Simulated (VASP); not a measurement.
Write the native input for VASP 6.6.1 that does the following.

```
Task                   : relaxation of cell and atoms
Functional             : PBE
Dispersion             : D4
Potentials or basis    : VASP PAW PBE potentials, release 64 (Pt, Se)
Cutoff                 : 520 eV
k mesh                 : 9 × 9 × 6
Occupations            : gaussian, width 0.02 eV
Spin                   : no spin polarisation
Further INCAR settings : ALGO = Normal; EDIFF = 1e-07; IBRION = 2; EDIFFG = -0.002; NSW = 80; ISIF = 3
```

The structure of PtSe2 lies in POSCAR:

```
PtSe2                                   
1.0
    3.7703475493     -0.0000000000     -0.0000000000
   -1.8851737746      3.2652167549      0.0000000000
    0.0000000000      0.0000000000      4.8246736354
  Pt              Se            
     1     2
Direct
     0.0000000000000000    1.0000000000000000    0.0000000000000000
     0.3333333300000021    0.6666666699999979    0.2659516949218562
     0.6666666699999979    0.3333333300000021    0.7340483050781438
```

These files were run (other wordings do the same):

INCAR

```
SYSTEM = PtSe2
ALGO = Normal ; EDIFF = 1E-7
EDIFFG = -0.002 ; ENCUT = 520
GGA = PE ; IBRION = 2
ISIF = 3 ; ISMEAR = 0
IVDW = 13 ; LASPH = .True.
LCHARG = .False. ; LREAL = .False.
LWAVE = .False. ; NELM = 100
NSW = 80 ; PREC = Accurate
SIGMA = 0.02
```

KPOINTS

```
k-points
0
Gamma
  9 9 6
  0 0 0
```

Potentials or basis: VASP PAW PBE potentials, release 64 (Pt, Se).

Command:

```sh
$ cat potpaw_PBE.64/Pt/POTCAR potpaw_PBE.64/Se/POTCAR > POTCAR
$ mpirun -np 1 vasp_std > vasp.out
```

It gave:

```yaml
Pressure_after_relaxing: 0.0 GPa
Band_gap_on_the_k_mesh: none (metal or under the smearing width)
Dispersion_energy_per_atom: -0.513 eV
```

Caveat: the relaxation stopped at its first step, so nothing moved; pairwise dispersion overbinds metals, which lowers pressure and volume.

Wall time 23 s on 1 thread of Intel(R) Xeon(R) 6975P-C (Granite Rapids), on a shared host, peak memory 0.21 GiB.
